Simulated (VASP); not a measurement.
GaSb (zinc blende): the band gap from VASP (plane waves, PAW) at several levels of theory. Gaps are without spin-orbit coupling. Each level names its cell: its own relaxed one, PBE's, or the starting one. A gap is the smallest over the k-mesh and a band path; hybrids may have named points in place of the path, and GW has the mesh alone.

| level | band gap (eV) |
|---|---|
| LDA (own cell) | 0.11 |
| PBE (own cell) | 0 (metallic) |
| PBEsol (own cell) | 0.02 |
| RPBE (own cell) | 0 (metallic) |
| AM05 (own cell) | 0 (metallic) |
| PBE-D3(BJ) (own cell) | 0 (metallic) |
| PBE-D4 (own cell) | 0.05 |
| optB88-vdW (own cell) | 0 (metallic) |
| rev-vdW-DF2 (own cell) | 0 (metallic) |
| revTPSS (own cell) | 0.19 |
| r2SCAN (own cell) | 0.41 |
| r2SCAN+rVV10 (own cell) | 0.48 |

The cell of the LDA (own cell) run:

GaSb is modelled in the cubic space group F-43m (No. 216), the zinc blende structure, Pearson symbol cF8. Cell: a = b = c = 6.050 Å, α = β = γ = 90.00°. Ga on 4a sees 4 Sb at 2.620 Å (tetrahedral). Sb on 4d has 4 Ga at 2.620 Å (tetrahedral). (Neighbours: up to the widest gap in distance over summed covalent radii, below 1.35, at either atom; cation-cation and far metal-metal contacts left out.)
(The calculation used a cell of 2 atoms; values per cell refer to that cell.)

Only levels that ran to the end are used. Left out are those held back, those with too coarse a band path, GW runs whose mesh misses a band edge, hybrids' fits of cells that aren't cubic and levels without matching references; a question may draw on a part of the rest.

The compound is GaSb in the zinc blende structure.
